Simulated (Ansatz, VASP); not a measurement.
## Cross-check of Na2H6Pt between VASP and Ansatz

Aim: how closely do two programs agree when they are given the same cell, functional and k mesh? The cell is taken from a series of runs on this material, whose earlier steps may have relaxed, scaled, displaced or heated it; both programs get it as it stands.

Method: plane waves, with VASP 6.6.1 beside it; dielectric response at LDA, in Ansatz 0.2.0.

### Step 1. The structure

The structure is cubic, space group Fm-3m (No. 225). Conventional cell: a = 7.259 Å, b = 7.259 Å, c = 7.259 Å, α = 90.00°, β = 90.00°, γ = 90.00°. Nearest to Na lie 12 H at 2.57 Å. H has 1 Pt at 1.64 Å and 4 H at 2.32 Å and 4 Na at 2.57 Å nearest. Nearest to Pt lie 6 H at 1.64 Å. Farther neighbours are not listed.

Structure file:

```cif
data_structure
_symmetry_space_group_name_H-M 'P 1'
_symmetry_Int_Tables_number 1
_cell_length_a 5.1326
_cell_length_b 5.1326
_cell_length_c 5.1326
_cell_angle_alpha 60.000
_cell_angle_beta 60.000
_cell_angle_gamma 60.000
_cell_volume 95.61
loop_
_atom_site_label
_atom_site_type_symbol
_atom_site_fract_x
_atom_site_fract_y
_atom_site_fract_z
_atom_site_occupancy
Na1 Na 0.75000 0.75000 0.75000 1
Na2 Na 0.25000 0.25000 0.25000 1
H3 H 0.77446 0.77446 0.22554 1
H4 H 0.22554 0.77446 0.22554 1
H5 H 0.77446 0.22554 0.22554 1
H6 H 0.22554 0.22554 0.77446 1
H7 H 0.77446 0.22554 0.77446 1
H8 H 0.22554 0.77446 0.77446 1
Pt9 Pt 0.00000 0.00000 0.00000 1
```

### Step 2. VASP: dielectric response, LDA

The response to a field tests empty states and converges slowly with the mesh.

Lines of VASP's logs that name or quote its potential files are left out, and so is its time.

The input, INCAR:

```
SYSTEM = Na2H6Pt
PREC = Accurate
ENCUT = 400
EDIFF = 1E-08
NELM = 120
ISMEAR = 0
SIGMA = 0.01
LREAL = .FALSE.
ALGO = Normal
GGA = PW92
NBANDS = 24
LASPH = .TRUE.
LORBIT = 11
LWAVE = .FALSE.
LCHARG = .FALSE.
ISIF = 2
LEPSILON = .TRUE.
GGA_COMPAT = .FALSE.
KPAR = 2
```

The input, POSCAR:

```
Na2H6Pt
1.0
    0.0000000000      3.6293159500      3.6293159500
    3.6293159500      0.0000000000      3.6293159500
    3.6293159500      3.6293159500      0.0000000000
Na H Pt
2 6 1
Direct
    0.7500000000      0.7500000000      0.7500000000
    0.2500000000      0.2500000000      0.2500000000
    0.7744643500      0.7744643500      0.2255356500
    0.2255356500      0.7744643500      0.2255356500
    0.7744643500      0.2255356500      0.2255356500
    0.2255356500      0.2255356500      0.7744643500
    0.7744643500      0.2255356500      0.7744643500
    0.2255356500      0.7744643500      0.7744643500
    0.0000000000      0.0000000000      0.0000000000
```

The input, KPOINTS:

```
Automatic mesh
0
Gamma
6 6 6
0 0 0
```

The projector-augmented-wave data sets are Na_pv, H and Pt (LDA family, release 64).

On the command line:

```bash
mpirun -np 2 vasp_std
```

Numbers of over 12 decimals in the logs are rounded to 6 here.

Log:

```text
[banner, memory and clock lines left out]
running    2 mpi-ranks, on    1 nodes
 distrk:  each k-point on    1 cores,    2 groups
 distr:  one band on    1 cores,    1 groups

 POSCAR found type information on POSCAR NaH Pt
 POSCAR found :  3 types and       9 ions
|                                                                             |
|               ----> ADVICE to this user running VASP <----                  |
|                                                                             |
|     You enforced a specific xc type in the INCAR file but a different       |
|     [... a line on the potential file left out ...]
|     I HOPE YOU KNOW WHAT YOU ARE DOING!                                     |
|                                                                             |

 LDA part: xc-table for (Slater(with rela. corr.)+PW92), standard interpolation
 POSCAR, INCAR and KPOINTS ok, starting setup
 FFT: planning ... GRIDC
 FFT: planning ... GRID_SOFT
 FFT: planning ... GRID
 WAVECAR not read
 entering main loop
       N       E                     dE             d eps       ncg     rms          rms(c)
DAV:   1     0.192808933121E+03    0.19281E+03   -0.12711E+04   776   0.106E+03
DAV:   2    -0.254440988148E+02   -0.21825E+03   -0.20682E+03   824   0.307E+02
DAV:   3    -0.371322045922E+02   -0.11688E+02   -0.11624E+02   968   0.791E+01
DAV:   4    -0.373184273510E+02   -0.18622E+00   -0.18619E+00   824   0.105E+01
DAV:   5    -0.373245619300E+02   -0.61346E-02   -0.61345E-02  1048   0.170E+00    0.155E+01
DAV:   6    -0.353876103956E+02    0.19370E+01   -0.37436E+00   768   0.121E+01    0.328E+00
DAV:   7    -0.349727699125E+02    0.41484E+00   -0.49501E-01   816   0.433E+00    0.203E+00
DAV:   8    -0.348349397966E+02    0.13783E+00   -0.18512E-01   896   0.229E+00    0.476E-01
DAV:   9    -0.348349774699E+02   -0.37673E-04   -0.96161E-03   824   0.622E-01    0.230E-01
DAV:  10    -0.348350259403E+02   -0.48470E-04   -0.71252E-04   840   0.194E-01    0.399E-02
DAV:  11    -0.348350167101E+02    0.92302E-05   -0.58656E-05   928   0.666E-02    0.206E-02
DAV:  12    -0.348350162653E+02    0.44474E-06   -0.77447E-06   952   0.263E-02    0.467E-03
DAV:  13    -0.348350163410E+02   -0.75695E-07   -0.81344E-07   872   0.109E-02    0.221E-03
DAV:  14    -0.348350163311E+02    0.99462E-08   -0.18230E-07   928   0.295E-03    0.120E-03
DAV:  15    -0.348350163218E+02    0.92850E-08   -0.14805E-08   664   0.918E-04
   1 F= -.34835016E+02 E0= -.34835016E+02  d E =-.761477E-26
 Linear response reoptimize wavefunctions to high precision
DAV:   1    -0.348350163216E+02    0.20009E-09   -0.37147E-09   752   0.321E-04
DAV:   2    -0.348350163217E+02   -0.66393E-10   -0.12063E-10   424   0.723E-05
 Linear response G [H, r] |phi>, progress :
  Direction:   1
       N       E                     dE             d eps       ncg     rms
RMM:   1    -0.113847006071E+03   -0.11385E+03   -0.46537E+02  1358   0.128E+02
RMM:   2    -0.111069051528E+03    0.27780E+01   -0.14353E+01  1473   0.230E+01
RMM:   3    -0.111195339008E+03   -0.12629E+00   -0.91488E-01  1502   0.512E+00
RMM:   4    -0.111201073650E+03   -0.57346E-02   -0.57469E-02  1590   0.117E+00
RMM:   5    -0.111199914132E+03    0.11595E-02   -0.27204E-03  1579   0.245E-01
RMM:   6    -0.111200045571E+03   -0.13144E-03   -0.58080E-04  1681   0.549E-02
RMM:   8    -0.111200015014E+03   -0.79314E-05   -0.45830E-05  1609   0.521E-03
RMM:   9    -0.111200010622E+03    0.43926E-05   -0.32761E-05  1564   0.265E-03
RMM:  10    -0.111200011322E+03   -0.70009E-06   -0.19783E-05  1491   0.204E-03
RMM:  11    -0.111200011732E+03   -0.41011E-06   -0.19852E-05  1385   0.186E-03
RMM:  12    -0.111200010529E+03    0.12026E-05   -0.19945E-05  1264   0.181E-03
RMM:  13    -0.111200012144E+03   -0.16145E-05   -0.15648E-05  1211   0.181E-03
RMM:  14    -0.111200012709E+03   -0.56549E-06   -0.44039E-05  1179   0.181E-03
 Linear response G [H, r] |phi>, progress :
  Direction:   2
       N       E                     dE             d eps       ncg     rms
RMM:   1    -0.113767189522E+03   -0.11377E+03   -0.46838E+02  1347   0.129E+02
RMM:   2    -0.112072654036E+03    0.16945E+01   -0.13562E+01  1479   0.229E+01
RMM:   3    -0.112224820475E+03   -0.15217E+00   -0.91316E-01  1497   0.519E+00
RMM:   4    -0.112231402140E+03   -0.65817E-02   -0.41300E-02  1592   0.114E+00
RMM:   5    -0.112231645671E+03   -0.24353E-03   -0.29998E-03  1581   0.239E-01
RMM:   6    -0.112231683013E+03   -0.37343E-04   -0.18266E-04  1665   0.552E-02
RMM:   7    -0.112231679317E+03    0.36966E-05    0.37190E-05  1655   0.158E-02
RMM:   8    -0.112231686826E+03   -0.75095E-05   -0.17845E-05  1615   0.523E-03
RMM:   9    -0.112231685028E+03    0.17981E-05    0.21940E-06  1588   0.274E-03
RMM:  10    -0.112231685369E+03   -0.34035E-06   -0.37556E-07  1491   0.200E-03
RMM:  11    -0.112231685436E+03   -0.67678E-07   -0.42170E-06  1398   0.179E-03
RMM:  12    -0.112231685733E+03   -0.29634E-06    0.29418E-06  1288   0.173E-03
RMM:  13    -0.112231686124E+03   -0.39157E-06   -0.14083E-05  1215   0.173E-03
RMM:  14    -0.112231685864E+03    0.26054E-06    0.36358E-06  1189   0.174E-03
 Linear response G [H, r] |phi>, progress :
  Direction:   3
       N       E                     dE             d eps       ncg     rms
RMM:   1    -0.108794383859E+03   -0.10879E+03   -0.44086E+02  1315   0.125E+02
[...]
Linear response to external field (no local field effect), progress :
  Direction:   2
       N       E                     dE             d eps       ncg     rms          rms(c)
RMM:   1    -0.873644534944E+00   -0.87364E+00   -0.22495E+00  1358   0.485E+00
RMM:   2    -0.878838863202E+00   -0.51943E-02   -0.23940E-02  1547   0.783E-01
RMM:   3    -0.878962370106E+00   -0.12351E-03   -0.97557E-04  1517   0.138E-01
RMM:   4    -0.878970314712E+00   -0.79446E-05   -0.38953E-05  1602   0.327E-02
RMM:   5    -0.878970670569E+00   -0.35586E-06   -0.22443E-06  1577   0.570E-03
RMM:   6    -0.878970685257E+00   -0.14689E-07   -0.84150E-08  1572   0.128E-03
RMM:   7    -0.878970685932E+00   -0.67414E-09   -0.46413E-09  1352   0.257E-04
 change of polarisation eV/A/(eV/A) component  2 :     0.236     1.758    -0.018
 dielectric tensor                  component  2 :     0.446     4.327    -0.033
 Linear response to external field (no local field effect), progress :
  Direction:   3
       N       E                     dE             d eps       ncg     rms          rms(c)
RMM:   1    -0.724257481457E+00   -0.72426E+00   -0.19406E+00  1285   0.474E+00
RMM:   2    -0.732622470857E+00   -0.83650E-02   -0.20651E-02  1487   0.743E-01
RMM:   3    -0.732710812585E+00   -0.88342E-04   -0.89148E-04  1467   0.138E-01
RMM:   4    -0.732717030507E+00   -0.62179E-05   -0.37462E-05  1573   0.326E-02
RMM:   5    -0.732717383859E+00   -0.35335E-06   -0.18940E-06  1530   0.542E-03
RMM:   6    -0.732717407807E+00   -0.23948E-07   -0.18901E-07  1550   0.137E-03
RMM:   7    -0.732717408906E+00   -0.10988E-08   -0.33963E-09  1270   0.247E-04
 change of polarisation eV/A/(eV/A) component  3 :     0.024    -0.018     1.465
 dielectric tensor                  component  3 :     0.045    -0.033     3.773
 Linear response to external field, progress :
  Direction:   1
       N       E                     dE             d eps       ncg     rms          rms(c)
RMM:   1    -0.815830528200E+00   -0.81583E+00   -0.21445E+00  2461   0.481E+00
RMM:   2    -0.823967006748E+00   -0.81365E-02   -0.23453E-02  2829   0.779E-01    0.166E+00
RMM:   3    -0.685564260487E+00    0.13840E+00   -0.14897E-01  2470   0.136E+00    0.694E-01
RMM:   4    -0.688238184872E+00   -0.26739E-02   -0.68960E-02  2659   0.988E-01    0.268E-01
RMM:   5    -0.706746009737E+00   -0.18508E-01   -0.63108E-03  2673   0.380E-01    0.542E-02
RMM:   6    -0.707255214805E+00   -0.50921E-03   -0.88815E-04  2705   0.124E-01    0.303E-02
RMM:   7    -0.707903836989E+00   -0.64862E-03   -0.18676E-05  2754   0.335E-02    0.399E-03
RMM:   8    -0.707945798739E+00   -0.41962E-04    0.87761E-07  2713   0.820E-03    0.302E-03
RMM:   9    -0.707958937191E+00   -0.13138E-04   -0.75445E-07  2773   0.421E-03    0.374E-04
RMM:  10    -0.707965479947E+00   -0.65428E-05   -0.26311E-07  3075   0.120E-03    0.285E-04
RMM:  11    -0.707961315010E+00    0.41649E-05   -0.32264E-07  2753   0.388E-04    0.296E-05
RMM:  12    -0.707962236379E+00   -0.92137E-06   -0.13513E-07  2500   0.124E-04    0.212E-05
RMM:  13    -0.707961970612E+00    0.26577E-06   -0.60319E-07  1585   0.509E-05    0.784E-06
 change of polarisation eV/A/(eV/A) component  1 :     1.302     0.170     0.036
 dielectric tensor                  component  1 :     3.463     0.321     0.068
 Linear response to external field, progress :
  Direction:   2
       N       E                     dE             d eps       ncg     rms          rms(c)
RMM:   1    -0.815789817287E+00   -0.81579E+00   -0.21441E+00  2462   0.482E+00
RMM:   2    -0.823967333574E+00   -0.81775E-02   -0.23528E-02  2830   0.781E-01    0.166E+00
RMM:   3    -0.685560706312E+00    0.13841E+00   -0.14904E-01  2470   0.136E+00    0.694E-01
RMM:   4    -0.688239190616E+00   -0.26785E-02   -0.69038E-02  2660   0.989E-01    0.268E-01
RMM:   5    -0.706745664424E+00   -0.18506E-01   -0.63153E-03  2676   0.380E-01    0.543E-02
RMM:   6    -0.707253962426E+00   -0.50830E-03   -0.89217E-04  2702   0.124E-01    0.303E-02
RMM:   7    -0.707901744159E+00   -0.64778E-03   -0.18615E-05  2769   0.337E-02    0.395E-03
RMM:   8    -0.707946851767E+00   -0.45108E-04    0.86752E-07  2705   0.822E-03    0.301E-03
RMM:   9    -0.707959061439E+00   -0.12210E-04   -0.50605E-07  2769   0.417E-03    0.369E-04
RMM:  10    -0.707965383287E+00   -0.63218E-05   -0.33899E-07  3085   0.119E-03    0.286E-04
RMM:  11    -0.707962381866E+00    0.30014E-05   -0.48699E-08  2780   0.338E-04    0.521E-05
RMM:  12    -0.707962222846E+00    0.15902E-06    0.61702E-08  2580   0.139E-04    0.226E-05
RMM:  13    -0.707962331106E+00   -0.10826E-06    0.23470E-07  1352   0.447E-05    0.139E-05
RMM:  14    -0.707962096987E+00    0.23412E-06   -0.17812E-07  1245   0.432E-05    0.592E-06
 change of polarisation eV/A/(eV/A) component  2 :     0.167     1.302    -0.014
 dielectric tensor                  component  2 :     0.315     3.463    -0.026
 Linear response to external field, progress :
  Direction:   3
       N       E                     dE             d eps       ncg     rms          rms(c)
RMM:   1    -0.815740044763E+00   -0.81574E+00   -0.21436E+00  2445   0.481E+00
RMM:   2    -0.823966227195E+00   -0.82262E-02   -0.23512E-02  2820   0.780E-01    0.166E+00
RMM:   3    -0.685563392364E+00    0.13840E+00   -0.14899E-01  2457   0.136E+00    0.694E-01
RMM:   4    -0.688228574769E+00   -0.26652E-02   -0.68851E-02  2649   0.986E-01    0.268E-01
RMM:   5    -0.706750022497E+00   -0.18521E-01   -0.62526E-03  2672   0.378E-01    0.537E-02
RMM:   6    -0.707269404829E+00   -0.51938E-03   -0.88861E-04  2696   0.124E-01    0.303E-02
RMM:   7    -0.707901699523E+00   -0.63229E-03   -0.17587E-05  2752   0.332E-02    0.393E-03
RMM:   8    -0.707947239115E+00   -0.45540E-04    0.11206E-06  2705   0.811E-03    0.298E-03
RMM:   9    -0.707959115263E+00   -0.11876E-04   -0.45048E-07  2758   0.418E-03    0.377E-04
RMM:  10    -0.707965793208E+00   -0.66779E-05   -0.26848E-07  3067   0.118E-03    0.296E-04
RMM:  11    -0.707962900836E+00    0.28924E-05    0.12429E-07  2770   0.343E-04    0.549E-05
RMM:  12    -0.707962698902E+00    0.20193E-06    0.13024E-07  2570   0.144E-04    0.242E-05
RMM:  13    -0.707962793391E+00   -0.94488E-07    0.47054E-08  1394   0.459E-05    0.159E-05
RMM:  14    -0.707962527853E+00    0.26554E-06   -0.62728E-08  1275   0.447E-05    0.623E-06
 change of polarisation eV/A/(eV/A) component  3 :     0.022     0.109     1.302
 dielectric tensor                  component  3 :     0.042     0.207     3.463
 Born effective charges drift removed
```

OUTCAR, selected parts (step 2):

```text
ion  position               nearest neighbor table
   1  0.750  0.750  0.750-
   2  0.250  0.250  0.250-
   3  0.774  0.774  0.226-   9 1.64
   4  0.226  0.774  0.226-   9 1.64
   5  0.774  0.226  0.226-   9 1.64
   6  0.226  0.226  0.774-   9 1.64
   7  0.774  0.226  0.774-   9 1.64
   8  0.226  0.774  0.774-   9 1.64
   9  0.000  0.000  0.000-   3 1.64   4 1.64   5 1.64   6 1.64   7 1.64   8 1.64

  LATTYP: Found a face centered cubic cell.
 ALAT       =     7.2586319000

 Subroutine GETGRP returns: Found 48 space group operations
 (whereof 48 operations were pure point group operations)

The static configuration has the point symmetry O_h .

 Found     16 irreducible k-points:

   k-points           NKPTS =     16   k-points in BZ     NKDIM =     16   number of bands    NBANDS=     24

   dimension x,y,z NGX =    36 NGY =   36 NGZ =   36
   dimension x,y,z NGXF=    72 NGYF=   72 NGZF=   72

   ENCUT  =  400.0 eV  29.40 Ry    5.42 a.u.   8.37  8.37  8.37*2*pi/ulx,y,z

   NELECT =      30.0000    total number of electrons

 k-points in reciprocal lattice and weights: Automatic mesh
   0.00000000  0.00000000  0.00000000       0.005
   0.16666667  0.00000000  0.00000000       0.037
   0.33333333  0.00000000  0.00000000       0.037
   0.50000000  0.00000000  0.00000000       0.019
   0.16666667  0.16666667  0.00000000       0.028
   0.33333333  0.16666667  0.00000000       0.111
   0.50000000  0.16666667  0.00000000       0.111
  -0.33333333  0.16666667  0.00000000       0.111
  -0.16666667  0.16666667  0.00000000       0.056
[...]
-0.33333333  0.33333333  0.16666667       0.111
  -0.33333333  0.50000000  0.16666667       0.056

 average (electrostatic) potential at core
       1 -46.5065       2 -46.5065       3 -34.6286       4 -34.6286       5 -34.6286
       6 -34.6286       7 -34.6286       8 -34.6286       9 -73.5894

  Total       -0.9912555     -0.9912555     -0.9912555      0.0000000     -0.0000000      0.0000000
  in kB      -16.6108506    -16.6108506    -16.6108506      0.0000000     -0.0000000      0.0000000
  external PRESSURE =     -16.6108506 kB  Pullay stress =       0.0000000 kB

  energy-cutoff  :      400.00
  volume of cell :       95.61
      direct lattice vectors                 reciprocal lattice vectors
     0.000000000  3.629315950  3.629315950    -0.137767008  0.137767008  0.137767008
     3.629315950  0.000000000  3.629315950     0.137767008 -0.137767008  0.137767008
     3.629315950  3.629315950  0.000000000     0.137767008  0.137767008 -0.137767008

 POSITION                                       TOTAL-FORCE (eV/Angst)
 -----------------------------------------------------------------------------------
      5.44397      5.44397      5.44397         0.000000     -0.000000      0.000000
      1.81466      1.81466      1.81466         0.000000     -0.000000     -0.000000
      3.62932      3.62932      5.62155         0.000000     -0.000000     -0.117598
      3.62932      1.63708      3.62932         0.000000      0.117598     -0.000000
      1.63708      3.62932      3.62932         0.117598     -0.000000     -0.000000
      3.62932      3.62932      1.63708         0.000000     -0.000000      0.117598
      3.62932      5.62155      3.62932         0.000000     -0.117598     -0.000000
      5.62155      3.62932      3.62932        -0.117598     -0.000000     -0.000000
      0.00000      0.00000      0.00000         0.000000     -0.000000      0.000000
 -----------------------------------------------------------------------------------
    total drift:                                0.000000      0.000000      0.000000

 MACROSCOPIC STATIC DIELECTRIC TENSOR (including local field effects in DFT)
 ------------------------------------------------------
           3.463243    -0.000000    -0.000000
          -0.000000     3.463243    -0.000000
           0.000000     0.000000     3.463243
 ------------------------------------------------------

 PIEZOELECTRIC TENSOR (including local field effects)  for field in x, y, z        (C/m^2)
          XX          YY          ZZ          XY          YZ          ZX
  --------------------------------------------------------------------------------
  x     0.00000     0.00000     0.00000     0.00000     0.00000     0.00000
  y     0.00000     0.00000     0.00000     0.00000     0.00000     0.00000
  z     0.00000     0.00000     0.00000     0.00000     0.00000     0.00000

 BORN EFFECTIVE CHARGES (including local field effects) (in |e|, cummulative output)
 ---------------------------------------------------------------------------------
 ion    1
    1     1.03186     0.00000     0.00000
    2     0.00000     1.03186     0.00000
    3    -0.00000    -0.00000     1.03186
 ion    2
    1     1.03186     0.00000    -0.00000
    2     0.00000     1.03186    -0.00000
    3    -0.00000    -0.00000     1.03186
 ion    3
    1     0.14383     0.00000     0.00000
    2     0.00000     0.14383     0.00000
    3    -0.00000    -0.00000    -0.88562
 ion    4
    1     0.14383     0.00000    -0.00000
    2     0.00000    -0.88562    -0.00000
    3    -0.00000     0.00000     0.14383
 ion    5
    1    -0.88562     0.00000    -0.00000
    2     0.00000     0.14383    -0.00000
    3     0.00000    -0.00000     0.14383
 ion    6
    1     0.14383     0.00000     0.00000
    2     0.00000     0.14383     0.00000
    3    -0.00000    -0.00000    -0.88562
 ion    7
    1     0.14383     0.00000    -0.00000
    2     0.00000    -0.88562    -0.00000
    3    -0.00000     0.00000     0.14383
 ion    8
    1    -0.88562     0.00000    -0.00000
    2     0.00000     0.14383    -0.00000
    3     0.00000    -0.00000     0.14383
 ion    9
    1    -0.86779     0.00000    -0.00000
    2     0.00000    -0.86779    -0.00000
    3    -0.00000    -0.00000    -0.86779
```

(Part 1 of 2 ends here.)

[Lines on the potential files, build, host, timing and source positions are cut from VASP's logs without a mark.]

[Logs are printed without paths, hosts, clocks, repeated set-up lines and the standing remarks that a program may print on its own settings, such as how far it seeks lower states.]

[Hosts, paths, dates, database ids (printed as entryN), source tags and the programs' standing remarks are cut or masked in the printed files.]
